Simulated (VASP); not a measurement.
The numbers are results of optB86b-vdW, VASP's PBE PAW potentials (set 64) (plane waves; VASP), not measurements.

Input for VASP

**KPOINTS**
```
Automatic mesh
0
Gamma
11 11 11
0 0 0
```

**INCAR**
```
AGGAC = 0.0
ALGO = Normal
EDIFF = 1E-6
EDIFFG = -0.01
ENCUT = 520
GGA = MK
IBRION = 2
ISIF = 3
ISMEAR = 1
LASPH = .True.
LCHARG = .False.
LMAXMIX = 4
LREAL = .False.
LUSE_VDW = .True.
LWAVE = .False.
NELM = 100
NSW = 60
PARAM1 = 0.1234
PARAM2 = 1.0
PREC = Accurate
SIGMA = 0.1
SYSTEM = NiAl
```

File POSCAR:
```
NiAl
1
    2.8900000000     0.0000000000     0.0000000000
    0.0000000000     2.8900000000     0.0000000000
    0.0000000000     0.0000000000     2.8900000000
Al Ni
1 1
Direct
  0.5000000000   0.5000000000   0.5000000000
  0.0000000000   0.0000000000   0.0000000000
```

POTCAR, in this order: Al Ni (PBE.64 set). Program: vasp_std.

Question: What will the output report for the number of irreducible k-points (NKPTS), largest plane-wave count, number of space-group operations, FFT grid (NGX, NGY, NGZ)?

Answer: 
The number of irreducible k-points (NKPTS) is 56, the largest plane-wave count is 665 and the number of space-group operations comes out as 48. The FFT grid (NGX, NGY, NGZ) is 24 × 24 × 24.

The compound is NiAl in the CsCl type structure. This run relaxes it. Symmetry was kept, so distortions that lower it aren't found. The run is not spin-polarised, so no magnetic state was tried. The electron count is odd and the run is not spin-polarised, which forces a metal.
